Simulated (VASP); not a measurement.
Given:

```
CELL_PARAMETERS angstrom
     -1.97717     1.97717     3.28824
      1.97717    -1.97717     3.28824
      1.97717     1.97717    -3.28824
ATOMIC_POSITIONS crystal
  La 0.00000 0.00000 0.00000
  C  0.40186 0.40186 0.00000
  C  0.59814 0.59814 0.00000
```

All values below come from PBEsol GGA, VASP's PBE PAW potentials (set 64) (plane waves; VASP). Settings: 400 eV cut-off, 14×14×14 Γ-centred mesh, Fermi-Dirac smearing of 0.10 eV, potentials La C.

### Question
Give the energies of bands 6 to 12 at the high-symmetry points, in eV from the Fermi level.

### Answer

```
band      Γ      X      P      N      M      S      R
----  -----  -----  -----  -----  -----  -----  -----
6     -4.90  -5.04  -6.02  -6.57  -5.42  -5.52  -5.37
7     -4.79  -3.61  -3.58  -4.93  -3.41  -4.66  -4.32
8     -3.22  -3.47  -3.58  -4.56  -3.41  -4.23  -3.68
9     -3.22  -3.12  -2.21  -2.25  -2.70  -3.03  -3.16
10    -0.10  -2.23  -0.20   1.08  -0.73   1.18  -0.65
11    -0.10   2.21  -0.20   1.56   2.36   1.61   1.93
12     0.53   2.27   2.29   2.09   2.40   1.88   2.27
```

It has no gap at this level: it comes out as a metal or semimetal.

The structure comes from a computed database's LaC2 entry; how it stands against other phases isn't given here. The cell was not relaxed at this level. The electron count is odd and the run is not spin-polarised, which forces a metal.
